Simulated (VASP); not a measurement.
Data:

```
CELL_PARAMETERS angstrom
      0.00000     2.33310     2.33310
      2.33310     0.00000     2.33310
      2.33310     2.33310     0.00000
ATOMIC_POSITIONS crystal
  Li 0.25000 0.25000 0.25000
  Li 0.75000 0.75000 0.75000
  O  0.00000 0.00000 0.00000
```

The numbers are results of PBE GGA, VASP's PBE PAW potentials (set 64) (plane waves; VASP), not measurements. Settings: 600 eV cut-off, 8×8×8 Γ-centred mesh, Gaussian smearing of 0.050 eV, potentials Li_sv O.

**Question.** Give the stress tensor in GPa (positive for a compressed cell).

**Answer.** 
```
-2.31   0.00   0.00
 0.00  -2.31   0.00
 0.00   0.00  -2.31
```
The pressure is its mean diagonal, -2.31 GPa.

The compound is Li2O in the antifluorite structure. This cell was strained or had an atom moved on purpose.
